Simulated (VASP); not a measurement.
# HoTl3: vacancies and antisites compared, part 6 of 6

Wanted: a map of the native defects of HoTl3, all in one supercell and at one level. The start is a cell from a database of measured crystal structures.

VASP 6.6.1, plane waves and PAW; the level of theory is named at each step.

Still holding for the runs below: The data set Ho_3 holds the 4f electrons frozen in the core, so no f bands or f moments appear.

So far, formation energy of the neutral defect (eV): step 7 (this defect's formation energies, 31 atoms, defect vacancy …) 2.01; step 9 (Ho8Tl23, element Tl, defect Tl vacancy) 0.999.

**10. The defect cell, 32 atoms, defect Ho on the Tl site**

This step: PBEsol, 4f electrons in the core; plane waves and PAW (Ho_3, Tl) (VASP 6.6.1).

System of this step: Ho9Tl23. The cell holds 32 atoms: 9 Ho and 23 Tl. Its edges and angles: a = 9.332 Å, b = 9.332 Å, c = 9.332 Å, α = 90.0°, β = 90.0°, γ = 90.0°. It derives from HoTl3. Nearest the centre at fractional (0.250, 0.250, 0.000): Ho1 at 0.00 Å, Ho2 at 3.30 Å, Ho4 at 3.30 Å, Ho6 at 3.30 Å, Ho8 at 3.30 Å, Tl19 at 3.30 Å, Tl18 at 3.30 Å, Tl17 at 3.30 Å.

Input file INCAR:

```
SYSTEM = Ho9Tl23
PREC = Normal
ENCUT = 300
EDIFF = 1E-05
NELM = 120
ISMEAR = 1
SIGMA = 0.2
LREAL = Auto
ALGO = Fast
GGA = PS
LORBIT = 11
LWAVE = .FALSE.
LCHARG = .TRUE.
KPAR = 4
NCORE = 2
IBRION = 2
NSW = 50
ISIF = 2
EDIFFG = -0.03
POTIM = 0.4
MAXMIX = 40
ISYM = 2
```

Input file POSCAR:

```
Ho9Tl23
1.0
    9.3320000000      0.0000000000      0.0000000000
    0.0000000000      9.3320000000      0.0000000000
    0.0000000000      0.0000000000      9.3320000000
Ho Tl
9 23
Direct
    0.2500000000      0.2500000000      0.0000000000
    0.0000000000      0.0000000000      0.0000000000
    0.0000000000      0.0000000000      0.5000000000
    0.0000000000      0.5000000000      0.0000000000
    0.0000000000      0.5000000000      0.5000000000
    0.5000000000      0.0000000000      0.0000000000
    0.5000000000      0.0000000000      0.5000000000
    0.5000000000      0.5000000000      0.0000000000
    0.5000000000      0.5000000000      0.5000000000
    0.2500000000      0.2500000000      0.5000000000
    0.2500000000      0.7500000000      0.0000000000
    0.2500000000      0.7500000000      0.5000000000
    0.7500000000      0.2500000000      0.0000000000
    0.7500000000      0.2500000000      0.5000000000
    0.7500000000      0.7500000000      0.0000000000
    0.7500000000      0.7500000000      0.5000000000
    0.2500000000      0.0000000000      0.2500000000
    0.2500000000      0.0000000000      0.7500000000
    0.2500000000      0.5000000000      0.2500000000
    0.2500000000      0.5000000000      0.7500000000
    0.7500000000      0.0000000000      0.2500000000
    0.7500000000      0.0000000000      0.7500000000
    0.7500000000      0.5000000000      0.2500000000
    0.7500000000      0.5000000000      0.7500000000
    0.0000000000      0.2500000000      0.2500000000
    0.0000000000      0.2500000000      0.7500000000
    0.0000000000      0.7500000000      0.2500000000
    0.0000000000      0.7500000000      0.7500000000
    0.5000000000      0.2500000000      0.2500000000
    0.5000000000      0.2500000000      0.7500000000
    0.5000000000      0.7500000000      0.2500000000
    0.5000000000      0.7500000000      0.7500000000
```

Input file KPOINTS:

```
Automatic mesh
0
Monkhorst-Pack
3 3 3
0 0 0
```

PAW data sets: Ho_3 and Tl (PBE family, release 64).

Launch:

```console
> mpirun -np 8 vasp_std
```

Output:

```text
[banner, memory and clock lines left out]
running    8 mpi-ranks, on    1 nodes
[...]
[... a notice as in an earlier step ...]

 LDA part: xc-table for (Slater+PW92), standard interpolation
 POSCAR, INCAR and KPOINTS ok, starting setup
[...]
entering main loop
       N       E                     dE             d eps       ncg     rms          rms(c)
DAV:   1     0.978908108860E+03    0.97891E+03   -0.37954E+04  1464   0.889E+02
DAV:   2     0.276776433274E+02   -0.95123E+03   -0.93032E+03  1896   0.388E+02
DAV:   3    -0.105807680848E+03   -0.13349E+03   -0.12956E+03  1968   0.149E+02
DAV:   4    -0.114737700829E+03   -0.89300E+01   -0.85931E+01  1896   0.362E+01
[...]
RMM:  25    -0.113847694941E+03   -0.11640E-04   -0.11737E-04   790   0.146E-02    0.235E-02
RMM:  26    -0.113847706724E+03   -0.11784E-04   -0.11813E-04   758   0.108E-02    0.244E-02
RMM:  27    -0.113847712521E+03   -0.57969E-05   -0.58987E-05   701   0.108E-02
   1 F= -.11384771E+03 E0= -.11383571E+03  d E =-.113848E+03
[... from here on, the cycles between the ionic steps are left out ...]
   2 F= -.11390162E+03 E0= -.11388965E+03  d E =-.539033E-01
   3 F= -.11401178E+03 E0= -.11400001E+03  d E =-.164068E+00
   4 F= -.11398237E+03 E0= -.11397221E+03  d E =-.134657E+00
   5 F= -.11404147E+03 E0= -.11403013E+03  d E =-.193757E+00
   6 F= -.11405549E+03 E0= -.11404399E+03  d E =-.140161E-01
   7 F= -.11406540E+03 E0= -.11405371E+03  d E =-.239267E-01
   8 F= -.11406608E+03 E0= -.11405429E+03  d E =-.246054E-01
   9 F= -.11406866E+03 E0= -.11405693E+03  d E =-.258062E-02
  10 F= -.11406987E+03 E0= -.11405819E+03  d E =-.379626E-02
[...]
reached required accuracy - stopping structural energy minimisation
```

Run time: 3.8 min. Hardware: 8 MPI ranks of AMD EPYC 9R45, shared host; peak memory 2 GiB.

Parts of OUTCAR (step 10):

```text
  Total        1.3823746      1.3823746     -2.6197552     -0.0000000      0.0000000      0.0000000
  in kB        2.7252863      2.7252863     -5.1647238     -0.0000000      0.0000000      0.0000000
  external PRESSURE =       0.0952829 kB  Pullay stress =       0.0000000 kB

 POSITION                                       TOTAL-FORCE (eV/Angst)
 -----------------------------------------------------------------------------------
      2.33300      2.33300      0.00000        -0.000000     -0.000000      0.000000
      9.23120      9.23120      0.00000        -0.000513     -0.000513     -0.000000
      0.01288      0.01288      4.66600         0.013934      0.013934     -0.000000
      9.23120      4.76680      0.00000        -0.000513      0.000513      0.000000
      0.01288      4.65312      4.66600         0.013934     -0.013934      0.000000
      4.76680      9.23120      0.00000         0.000513     -0.000513      0.000000
      4.65312      0.01288      4.66600        -0.013934      0.013934      0.000000
      4.76680      4.76680      0.00000         0.000513      0.000513      0.000000
      4.65312      4.65312      4.66600        -0.013934     -0.013934      0.000000
      2.33300      2.33300      4.66600        -0.000000      0.000000      0.000000
      2.33300      6.99900      0.00000        -0.000000      0.000000      0.000000
      2.33300      6.99900      4.66600        -0.000000     -0.000000      0.000000
      6.99900      2.33300      0.00000        -0.000000      0.000000      0.000000
      6.99900      2.33300      4.66600        -0.000000     -0.000000      0.000000
[...]
-----------------------------------------------------------------------------------
    total drift:                                0.000000      0.000000     -0.000000

  FREE ENERGIE OF THE ION-ELECTRON SYSTEM (eV)
  ---------------------------------------------------
  free  energy   TOTEN  =      -114.0698713450 eV

  energy  without entropy=     -114.0348406677  energy(sigma->0) =     -114.05819445

[... 2 parts as in an earlier step ...]

[... 2 further parts left out ...]
[key lines of the parts left out:]
E-fermi :   5.1118
```

Step by step:

| step | energy less that of the first step (eV) | largest force (eV/Å) |
| --- | --- | --- |
| 1 | 0.0000 | 0.5319 |
| 2 | -0.0539 | 0.4555 |
| 3 | -0.1641 | 0.1904 |
| 4 | -0.1347 | 0.4062 |
| 5 | -0.1938 | 0.1264 |
| 6 | -0.2078 | 0.0830 |
| 7 | -0.2177 | 0.0684 |
| 8 | -0.2184 | 0.0771 |
| 9 | -0.2209 | 0.0456 |
| 10 | -0.2222 | 0.0197 |

The atoms that moved most (Å):

| atom | dx | dy | dz | length |
| --- | --- | --- | --- | --- |
| Ho2 | -0.101 | -0.101 | 0.000 | 0.143 |
| Ho4 | -0.101 | 0.101 | 0.000 | 0.143 |
| Ho8 | 0.101 | 0.101 | 0.000 | 0.143 |
| Ho6 | 0.101 | -0.101 | 0.000 | 0.143 |
| Tl30 | -0.031 | 0.000 | 0.060 | 0.068 |
| Tl20 | 0.000 | -0.031 | 0.060 | 0.068 |
| Tl18 | 0.000 | 0.031 | 0.060 | 0.068 |
| Tl26 | 0.031 | 0.000 | 0.060 | 0.068 |

The relaxed structure:

```
Ho Tl
1.0
     9.33200    0.00000    0.00000
     0.00000    9.33200    0.00000
     0.00000    0.00000    9.33200
Ho Tl
9 23
Cartesian
  2.3330 2.3330 0.0000
  -0.1008 -0.1008 0.0000
  0.0129 0.0129 4.6660
  -0.1008 4.7668 0.0000
  0.0129 4.6531 4.6660
  4.7668 -0.1008 0.0000
  4.6531 0.0129 4.6660
  4.7668 4.7668 0.0000
  4.6531 4.6531 4.6660
  2.3330 2.3330 4.6660
  2.3330 6.9990 0.0000
  2.3330 6.9990 4.6660
  6.9990 2.3330 0.0000
  6.9990 2.3330 4.6660
  6.9990 6.9990 0.0000
  6.9990 6.9990 4.6660
  2.3330 0.0305 2.2725
  2.3330 0.0305 7.0595
  2.3330 4.6355 2.2725
  2.3330 4.6355 7.0595
  6.9990 0.0281 2.3706
  6.9990 0.0281 6.9614
  6.9990 4.6379 2.3706
  6.9990 4.6379 6.9614
  0.0305 2.3330 2.2725
  0.0305 2.3330 7.0595
  0.0281 6.9990 2.3706
  0.0281 6.9990 6.9614
  4.6355 2.3330 2.2725
  4.6355 2.3330 7.0595
  4.6379 6.9990 2.3706
  4.6379 6.9990 6.9614
```

The run ended after 10 ionic steps, 0.222 eV below its first step, once the forces on the free atoms met EDIFFG = -0.03.

The 12 first neighbours (Ho and Tl) lie 3.30 Å from the site in the perfect crystal and 3.30 Å on average from the atom on it after the relaxation (+0.1 %, spread from 3.24 to 3.44 Å).

**11. This defect's formation energies, 32 atoms, defect substitution, element Tl**

This step: point defect, PBEsol; plane waves and PAW (VASP 6.6.1).

No new run; the numbers come from the runs before.

The formation energy is the energy of the relaxed defect cell less that of the perfect cell, with each removed atom booked to its reference and each added atom taken from it.

References, in eV an atom: Ho -4.942 (crystal P6_3/mmc) and Tl -2.639 (crystal P6_3/mmc). They were run at the supercell's cutoff and functional, without U, and count both elements from their own phases.

The formation energy is 0.095 eV, and the largest move of an atom 0.14 Å.

**12. Relaxing the defect, 32 atoms, defect Tl on the Ho site**

This step: PBEsol, 4f electrons in the core; plane waves and PAW (Tl, Ho_3) (VASP 6.6.1).

System of this step: Ho7Tl25. The cell holds 32 atoms: 25 Tl and 7 Ho. Cell: a = 9.332 Å, b = 9.332 Å, c = 9.332 Å, α = 90.0°, β = 90.0°, γ = 90.0°. It derives from HoTl3. Nearest the centre at fractional (0.000, 0.000, 0.000): Tl25 at 0.00 Å, Tl1 at 3.30 Å, Tl7 at 3.30 Å, Tl3 at 3.30 Å, Tl13 at 3.30 Å, Tl14 at 3.30 Å, Tl10 at 3.30 Å, Tl5 at 3.30 Å.

Edit INCAR of step 10 so:

```diff
@@ -1,2 +1,2 @@
-SYSTEM = Ho9Tl23
+SYSTEM = Ho7Tl25
 PREC = Normal
```

Edit POSCAR of step 10 so:

```diff
@@ -1,2 +1,2 @@
-Ho9Tl23
+Ho7Tl25
 1.0
@@ -5,14 +5,6 @@
     0.0000000000      0.0000000000      9.3320000000
-Ho Tl
-9 23
+Tl Ho
+25 7
 Direct
     0.2500000000      0.2500000000      0.0000000000
-    0.0000000000      0.0000000000      0.0000000000
-    0.0000000000      0.0000000000      0.5000000000
-    0.0000000000      0.5000000000      0.0000000000
-    0.0000000000      0.5000000000      0.5000000000
-    0.5000000000      0.0000000000      0.0000000000
-    0.5000000000      0.0000000000      0.5000000000
-    0.5000000000      0.5000000000      0.0000000000
-    0.5000000000      0.5000000000      0.5000000000
     0.2500000000      0.2500000000      0.5000000000
@@ -40 +32,9 @@
     0.5000000000      0.7500000000      0.7500000000
+    0.0000000000      0.0000000000      0.0000000000
+    0.0000000000      0.0000000000      0.5000000000
+    0.0000000000      0.5000000000      0.0000000000
+    0.0000000000      0.5000000000      0.5000000000
+    0.5000000000      0.0000000000      0.0000000000
+    0.5000000000      0.0000000000      0.5000000000
+    0.5000000000      0.5000000000      0.0000000000
+    0.5000000000      0.5000000000      0.5000000000
```

KPOINTS is that of step 10.

PAW data sets: Tl and Ho_3 (PBE family, release 64).

Launch:

```console
> mpirun -np 8 vasp_std
```

Output:

```text
[... set-up lines as in an earlier step ...]
 entering main loop
       N       E                     dE             d eps       ncg     rms          rms(c)
DAV:   1     0.903724242236E+03    0.90372E+03   -0.32660E+04   872   0.847E+02
DAV:   2     0.235560364094E+02   -0.88017E+03   -0.86000E+03  1168   0.339E+02
DAV:   3    -0.100682906922E+03   -0.12424E+03   -0.12069E+03  1216   0.142E+02
DAV:   4    -0.108432325033E+03   -0.77494E+01   -0.74731E+01  1176   0.339E+01
[...]
RMM:  22    -0.107556722451E+03   -0.16605E-04   -0.16690E-04   514   0.138E-02    0.121E-02
RMM:  23    -0.107556736065E+03   -0.13613E-04   -0.13821E-04   491   0.129E-02    0.115E-02
RMM:  24    -0.107556743787E+03   -0.77228E-05   -0.79915E-05   467   0.944E-03
   1 F= -.10755674E+03 E0= -.10756337E+03  d E =-.107557E+03
[...]
N       E                     dE             d eps       ncg     rms          rms(c)
DAV:   1    -0.107559279447E+03   -0.25434E-02   -0.15453E-02   750   0.293E-01    0.368E-02
[...]
2 F= -.10755950E+03 E0= -.10756610E+03  d E =-.275889E-02
[...]
trial-energy change:   -0.002759  1 .order   -0.002732   -0.003067   -0.002397
 step:   4.0000(harm=  4.5822)  dis= 0.00888  next Energy=  -107.563770 (dE=-0.703E-02)
[...]
N       E                     dE             d eps       ncg     rms          rms(c)
DAV:   1    -0.107561861603E+03   -0.23496E-02   -0.13864E-01   800   0.880E-01    0.112E-01
RMM:   2    -0.107562905896E+03   -0.10443E-02   -0.14726E-02   807   0.703E-01    0.124E-01
RMM:   3    -0.107563625984E+03   -0.72009E-03   -0.67268E-03   949   0.172E-01    0.106E-01
RMM:   4    -0.107563751986E+03   -0.12600E-03   -0.18520E-03   935   0.111E-01    0.133E-01
RMM:   5    -0.107563811384E+03   -0.59398E-04   -0.62674E-04   837   0.693E-02    0.135E-01
RMM:   6    -0.107563828983E+03   -0.17599E-04   -0.23017E-04   733   0.562E-02    0.103E-01
RMM:   7    -0.107563861331E+03   -0.32348E-04   -0.18463E-04   766   0.470E-02    0.723E-02
RMM:   8    -0.107563876827E+03   -0.15497E-04   -0.10615E-04   633   0.316E-02    0.745E-02
RMM:   9    -0.107563870325E+03    0.65022E-05   -0.39052E-05   543   0.437E-02
   3 F= -.10756387E+03 E0= -.10757040E+03  d E =-.712654E-02
[...]
reached required accuracy - stopping structural energy minimisation
```

The job ended after 29 s (8 MPI ranks; peak memory 1.8 GiB).

Parts of OUTCAR (step 12):

```text
  Total        4.0028445      4.0028445      4.0028445     -0.0000000     -0.0000000     -0.0000000
  in kB        7.8914191      7.8914191      7.8914191     -0.0000000     -0.0000000     -0.0000000
  external PRESSURE =       7.8914191 kB  Pullay stress =       0.0000000 kB

 POSITION                                       TOTAL-FORCE (eV/Angst)
 -----------------------------------------------------------------------------------
      2.34188      2.34188      0.00000         0.008749      0.008749      0.000000
      2.33265      2.33265      4.66600         0.009125      0.009125     -0.000000
      2.34188      6.99012      0.00000         0.008749     -0.008749     -0.000000
      2.33265      6.99935      4.66600         0.009125     -0.009125      0.000000
      6.99012      2.34188      0.00000        -0.008749      0.008749      0.000000
      6.99935      2.33265      4.66600        -0.009125      0.009125     -0.000000
      6.99012      6.99012      0.00000        -0.008749     -0.008749     -0.000000
      6.99935      6.99935      4.66600        -0.009125     -0.009125      0.000000
      2.34188      0.00000      2.34188         0.008749      0.000000      0.008749
      2.34188      0.00000      6.99012         0.008749      0.000000     -0.008749
      2.33265      4.66600      2.33265         0.009125      0.000000      0.009125
      2.33265      4.66600      6.99935         0.009125      0.000000     -0.009125
      6.99012      0.00000      2.34188        -0.008749      0.000000      0.008749
      6.99012      0.00000      6.99012        -0.008749      0.000000     -0.008749
[...]
-----------------------------------------------------------------------------------
    total drift:                                0.000000      0.000000     -0.000000

  FREE ENERGIE OF THE ION-ELECTRON SYSTEM (eV)
  ---------------------------------------------------
  free  energy   TOTEN  =      -107.5638703253 eV

  energy  without entropy=     -107.5834492637  energy(sigma->0) =     -107.57039664

[... 2 parts as in an earlier step ...]

[... 2 further parts left out ...]
[key lines of the parts left out:]
E-fermi :   5.3531
```

Relaxation path:

| step | energy less that of the first step (eV) | largest force (eV/Å) |
| --- | --- | --- |
| 1 | 0.0000 | 0.0813 |
| 2 | -0.0028 | 0.0637 |
| 3 | -0.0071 | 0.0129 |

The atoms that moved most (Å):

| atom | dx | dy | dz | length |
| --- | --- | --- | --- | --- |
| Tl1 | 0.009 | 0.009 | 0.000 | 0.013 |
| Tl9 | 0.009 | 0.000 | 0.009 | 0.013 |
| Tl17 | 0.000 | 0.009 | 0.009 | 0.013 |
| Tl5 | -0.009 | 0.009 | 0.000 | 0.013 |
| Tl10 | 0.009 | 0.000 | -0.009 | 0.013 |
| Tl13 | -0.009 | 0.000 | 0.009 | 0.013 |
| Tl18 | 0.000 | 0.009 | -0.009 | 0.013 |
| Tl3 | 0.009 | -0.009 | 0.000 | 0.013 |

Final coordinates:

```xyz
32
Lattice="9.3320 0.0000 0.0000 0.0000 9.3320 0.0000 0.0000 0.0000 9.3320" Properties=species:S:1:pos:R:3 pbc="T T T"
Tl    2.3419    2.3419    0.0000
Tl    2.3326    2.3326    4.6660
Tl    2.3419    6.9901    0.0000
Tl    2.3326    6.9994    4.6660
Tl    6.9901    2.3419    0.0000
Tl    6.9994    2.3326    4.6660
Tl    6.9901    6.9901    0.0000
Tl    6.9994    6.9994    4.6660
Tl    2.3419    0.0000    2.3419
Tl    2.3419    0.0000    6.9901
Tl    2.3326    4.6660    2.3326
Tl    2.3326    4.6660    6.9994
Tl    6.9901    0.0000    2.3419
Tl    6.9901    0.0000    6.9901
Tl    6.9994    4.6660    2.3326
Tl    6.9994    4.6660    6.9994
Tl    0.0000    2.3419    2.3419
Tl    0.0000    2.3419    6.9901
Tl    0.0000    6.9901    2.3419
Tl    0.0000    6.9901    6.9901
Tl    4.6660    2.3326    2.3326
Tl    4.6660    2.3326    6.9994
Tl    4.6660    6.9994    2.3326
Tl    4.6660    6.9994    6.9994
Tl    0.0000    0.0000    0.0000
Ho    0.0000    0.0000    4.6660
Ho    0.0000    4.6660    0.0000
Ho    0.0000    4.6660    4.6660
Ho    4.6660    0.0000    0.0000
Ho    4.6660    0.0000    4.6660
Ho    4.6660    4.6660    0.0000
Ho    4.6660    4.6660    4.6660
```

The run ended after 3 ionic steps, 0.007 eV below its first step, once the forces on the free atoms met EDIFFG = -0.03.

The 12 first neighbours (Tl) lie 3.30 Å from the site in the perfect crystal and 3.31 Å on average from the atom on it after the relaxation (+0.4 %).

**13. This defect's formation energies, 32 atoms, defect substitution, element Ho**

This step: point defect, PBEsol; plane waves and PAW (VASP 6.6.1).

No new run; the numbers come from the runs before.

The formation energy is the energy of the relaxed defect cell less that of the perfect cell, with each removed atom booked to its reference and each added atom taken from it.

References, in eV an atom: Ho -4.942 (crystal P6_3/mmc) and Tl -2.639 (crystal P6_3/mmc). They were run at the supercell's cutoff and functional, without U, and count both elements from their own phases.

The formation energy is 1.977 eV, and the largest move of an atom 0.01 Å.

**14. All defects in both limits**

This step: native point defects, PBEsol; plane waves and PAW (VASP 6.6.1).

This step runs nothing: it gathers the runs above.

Neutral cells; the limits come from the host's formation enthalpy alone. Formation energies:

| defect | charge | formation energy, Tl-rich (eV) | formation energy, Ho-rich (eV) |
| --- | --- | --- | --- |
| Ho vacancy | 0 | 0.883 | 2.007 |
| Tl vacancy | 0 | 0.999 | 0.625 |
| Ho on the Tl site | 0 | 1.219 | -0.279 |
| Tl on the Ho site | 0 | 0.854 | 2.352 |

**15. What came out**

| Property | Result |
| --- | --- |
| host formation enthalpy | -0.281 eV/atom |

What this shows: In the Tl-rich limit the cheapest defect is the Tl on the Ho site, at 0.85 eV, with the Ho vacancy only 0.03 eV above it. In the Ho-rich limit the cheapest defect is the Ho on the Tl site, at -0.28 eV. A negative value means that the stoichiometric crystal is not stable at this limit, which then lies outside its range. The supercell of 32 atoms is small. Potential shifts are not applied, only the charges listed were run, and a negative energy means that the Fermi level can't reach that place or the limit lies outside the host's range, or that the host's structure gives way. Each defect was run on one site, no other kinds were tried, and all belong to one structure, the phase of space group Pm-3m. The limits are set by the pure elements; where other compounds of the two lie between, the true range is narrower and the order of defects can differ.

[Lines on the potential files, build, host, timing and source positions are cut from VASP's logs without a mark.]

[Logs are printed without paths, hosts, clocks, repeated set-up lines and the standing remarks that a program may print on its own settings, such as how far it seeks lower states.]

[Hosts, paths, dates, database ids (printed as entryN), source tags and the programs' standing remarks are cut or masked in the printed files.]

[In band tables of VASP the shares of atoms and orbitals are scaled to a sum of 1 inside the atoms' spheres.]

[Runs that stopped without an error message from VASP are left out.]
